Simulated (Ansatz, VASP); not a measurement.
## Sr2AlBiO6: VASP beside Ansatz

File INCAR:

```
SYSTEM = Sr2AlBiO6
  ALGO = Normal
  EDIFF = 1E-7
  ENCUT = 520
  GGA = PE
  ISIF = 2
  ISMEAR = 0
  LASPH = .TRUE.
  LCHARG = .FALSE.
  LREAL = .FALSE.
  LWAVE = .FALSE.
  NBANDS = 48
  NELM = 100
  PREC = Accurate
  SIGMA = 0.05
```

File KPOINTS:

```
k-points
0
G
  6 6 6
  0 0 0
```

POSCAR

```
Sr2AlBiO6
1.0
    0.0000000000      4.0318060600      4.0318060600
    4.0318060600      0.0000000000      4.0318060600
    4.0318060600      4.0318060600      0.0000000000
Sr Al Bi O
2 1 1 6
Direct
    0.2500000000      0.2500000000      0.2500000000
    0.7500000000      0.7500000000      0.7500000000
    0.0000000000      0.0000000000      0.0000000000
    0.5000000000      0.5000000000      0.5000000000
    0.7613502300      0.2386497700      0.2386497700
    0.2386497700      0.7613502300      0.7613502300
    0.2386497700      0.7613502300      0.2386497700
    0.7613502300      0.2386497700      0.7613502300
    0.2386497700      0.2386497700      0.7613502300
    0.7613502300      0.7613502300      0.2386497700
```

Input for Ansatz:

```yaml
crystal:
  lattice:
    - [0.0, 4.03180606, 4.03180606]
    - [4.03180606, 0.0, 4.03180606]
    - [4.03180606, 4.03180606, 0.0]
  atoms:
    - { symbol: Sr, position: [0.25, 0.25, 0.25] }
    - { symbol: Sr, position: [0.75, 0.75, 0.75] }
    - { symbol: Al, position: [0.0, 0.0, 0.0] }
    - { symbol: Bi, position: [0.5, 0.5, 0.5] }
    - { symbol: O, position: [0.76135023, 0.23864977, 0.23864977] }
    - { symbol: O, position: [0.23864977, 0.76135023, 0.76135023] }
    - { symbol: O, position: [0.23864977, 0.76135023, 0.23864977] }
    - { symbol: O, position: [0.76135023, 0.23864977, 0.76135023] }
    - { symbol: O, position: [0.23864977, 0.23864977, 0.76135023] }
    - { symbol: O, position: [0.76135023, 0.76135023, 0.23864977] }
basis:
  ecutwfc: 420
  fft_grid_basis: typed
kpoints:
  mp_grid: { grid: [6, 6, 6] }
hamiltonian:
  xc: pbe
  pseudopotentials: { kind: paw }
scf:
  occupations: { method: gaussian, width: 0.05 }
output:
  forces: true
  stress: true
  eigenvalues: true
  bader: true
  write_density: true
  volumetric_format: npy
  elf: true
```

The cell comes from a database or a generator and needn't be the stable form of this composition.

Alike in both runs: task single point; functional PBE; k mesh 6 × 6 × 6; occupations gaussian, width 0.05 eV; no spin polarisation.

|  | VASP | Ansatz |
| --- | --- | --- |
| version | VASP 6.6.1 | Ansatz 0.2.0 |
| potentials or method | VASP PAW PBE potentials, release 64 (Sr_sv, Al, Bi_d, O) | scalar-relativistic, plane waves, PAW |
| plane-wave cutoff (eV) | 520 | 420 |
| valence electrons in the cell | 74 | 74 |

|  | VASP | Ansatz | Ansatz less VASP |
| --- | --- | --- | --- |
| gap on the k mesh at the Fermi level (eV) | none | none | - |
| pressure (GPa) | -1.0 | -1.3 | -0.38 |
| rms of the force components (eV/Å) | 0.082 | 0.106 | +0.0239 |

Atom by atom the forces differ by 0.024 eV/Å (rms over components). A gap of «none» marks a metal or a gap that the smearing closes.

Caveats: spin-orbit coupling is left out, which moves the levels of the heavy elements.
